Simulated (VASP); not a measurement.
# As₂Te: restarted molecular dynamics, 2 variants

As₂Te, I4_1/amd (no. 141), 12 atoms in the cell. PBE, molecular dynamics; PAW potentials Te, As (PBE set).

| Restart from | Temperature at the end (K) | The same without a restart (K) | Potential energy at the end (eV/atom) | The same without a restart (eV/atom) | Electronic steps in the first step after the restart | Time (s) |
|---|---|---|---|---|---|---|
| CONTCAR with velocities, WAVECAR read | 662.0 | 662.0 | -3.95342 | -3.95342 | 4 | 356 |
| CONTCAR with velocities, no WAVECAR | 662.0 | 662.0 | -3.95342 | -3.95342 | 13 | 379 |

Limits: 180 fs of 12 atoms are too short for converged averages.

## Input of the first row

INCAR.step1:
```
SYSTEM = TeAs2
  ALGO = Normal
  ANDERSEN_PROB = 0.0
  EDIFF = 1E-6
  ENCUT = 210
  GGA = PE
  IBRION = 0
  ISIF = 2
  ISMEAR = 0
  ISYM = 0
  KPAR = 2
  LASPH = .True.
  LCHARG = .False.
  LREAL = Auto
  LWAVE = .True.
  MDALGO = 1
  NELM = 60
  NELMIN = 4
  NSW = 30
  POTIM = 3.0
  PREC = Normal
  RANDOM_SEED = 662623 0 0
  SIGMA = 0.05
  TEBEG = 1000
```

INCAR.step2, as INCAR.step1 but for:
```
- LWAVE = .True.
+ LWAVE = .False.
```

KPOINTS:
```
k-points
0
Monkhorst-Pack
  2 2 2
```

POSCAR.step1:
```
TeAs2
1.0
    7.1129080000      0.0000000000      0.0000000000
    0.0000000000      7.1129080000      0.0000000000
    0.0000000000      0.0000000000      5.8810320000
Te As
4 8
Direct
    0.0000000000      0.0000000000      0.0000000000
    0.0000000000      0.5000000000      0.2500000000
    0.5000000000      0.5000000000      0.5000000000
    0.5000000000      0.0000000000      0.7500000000
    0.0000000000      0.2500000000      0.6250000000
    0.5000000000      0.2500000000      0.1250000000
    0.2500000000      0.5000000000      0.8750000000
    0.2500000000      0.0000000000      0.3750000000
    0.5000000000      0.7500000000      0.1250000000
    0.0000000000      0.7500000000      0.6250000000
    0.7500000000      0.0000000000      0.3750000000
    0.7500000000      0.5000000000      0.8750000000
```

Commands (each step's output is kept before the next begins):
```
cat potpaw_PBE.64/Te/POTCAR potpaw_PBE.64/As/POTCAR > POTCAR
cp INCAR.step1 INCAR
cp POSCAR.step1 POSCAR
mpirun -np 2 vasp_std > vasp.out
cp CONTCAR POSCAR
cp INCAR.step2 INCAR
mpirun -np 2 vasp_std > vasp.out
```

Changes of the last row against the first:
```
(step 1)
- LWAVE = True
+ LWAVE = False
```

VASP 6.6.1 took 356 s on 2 cores (Intel Xeon Platinum 8259CL @ 2.50GHz (Skylake/Cascade Lake)), a shared host.
